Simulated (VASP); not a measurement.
Consider the following.

```xyz
2
Lattice="2.7015 0.0000 0.0000 0.0000 2.7015 0.0000 0.0000 0.0000 2.7015" Properties=species:S:1:pos:R:3 pbc="T T T"
Ga     0.0000     0.0000     0.0000
N      1.3507     1.3507     1.3507
```

Calculation: r2SCAN meta-GGA, VASP's PBE PAW potentials (set 64) (plane waves; VASP). Numerical set-up: 520 eV cut-off, 15×15×15 Γ-centred mesh, tetrahedra with Blöchl corrections, potentials Ga_d N.

Question: Predict the energy per atom (σ→0), band gap (over mesh and band path) with the smallest direct gap where there is one.

Answer: 
| Quantity | Result |
|---|---|
| band gap (over mesh and band path) | none (metal, semimetal or under 0.01 eV) |
| energy per atom (σ→0) | -9.147 eV/atom |

Only differences to runs with the same potentials and settings are physical.

The structure was generated: GaN was put into the CsCl type (Pm-3m), which need not be its known phase. It was relaxed first, which changed the volume by +23 %.
